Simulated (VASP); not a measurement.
## CdTe: energy against volume

CdTe (zinc blende, F-43m, 34.080 Å³/atom and stress up to 0.24 GPa in the relaxed cell, cube axes along x, y and z) under an equal strain ε along all three axes. PBEsol in VASP (plane waves, PAW), 480 eV, 8×8×8 Γ-centred mesh, Gaussian smearing 0.05 eV; ions are relaxed, or left where forces stay under 0.02 eV/Å, within the symmetry of each cell.

Here V stands for volume and E for E less E0.

```
volume (Å³/atom)  E less E0 (meV/atom)  pressure (GPa)
----------------  --------------------  --------------
32.0757                          20.82            3.22
32.5692                          12.14            2.39
33.0677                           5.86            1.62
33.5713                           1.87            0.91
34.0799                           0.00            0.24
34.5937                           0.17           -0.37
35.1126                           2.24           -0.94
35.6366                           6.12           -1.46
36.1659                          11.71           -1.95
37.2400                              ?               ?
```

The 9 complete rows are fitted with the third-order Birch-Murnaghan form, a cubic in V^(-2/3), E against V. With u = V^(-2/3) - 0.0952, the rows have u = 0.0038564, 0.0028532, 0.0018653, 0.0008921, -0.0000663, -0.0010106, -0.0019409, -0.0028573, -0.0037605. Least squares gives E = 0.064 + 1018.6·u + 1112562·u² + 4882969·u³. Residuals (row less fit): 0.002, -0.001, -0.007, 0.008, -0.001, 0.004, -0.002, -0.003, 0.003; standard error 0.006 (degrees of freedom: 5). Its minimum lies at u = -0.0004592, so V0 = (0.0947408)^(-3/2) = 34.29. There d²E/du² = 2212000 and d³E/du³ = 2.930e7, so B0 = (4/9) × 34.29^(-7/3) × 2212000 × 0.160218 = 41.2 GPa (the last factor turns the table's units into GPa), and B0' = 4 + (2/3) × 0.0947408 × (2.930e7)/2212000 = 4.8. B0' rests on the cubic coefficient alone and has a standard error of 0.1 from these residuals.

### Question
Estimate the missing E (V = 37.2400); what did the run itself give?

### Answer
u = -0.0055273, so E = 0.064 + 1018.6 × (-0.0055273) + 1112562 × (-0.0055273)² + 4882969 × (-0.0055273)³ = 27.599 meV/atom. The calculation gives 27.63 meV/atom, 0.031 meV/atom above the prediction (0.1 % of the range of E in the table). The row lies outside the fitted rows, so this is an extrapolation. The scatter of the fitted rows lies at the last printed digit.

Spin-orbit coupling is left out, which can shift these values for the heavy elements here. Other structures, which can take over under pressure, weren't tried. The same form fitted to the pressure column gives B0' = 4.8; series where the two differ by over 0.4 aren't shown. Rows are the converged runs of the series near zero and its far end, less any whose ions stayed unrelaxed beside relaxed ones; series whose fitted rows scatter by over a few per cent of the range, as at a crossing or softening among them, aren't shown in this form.
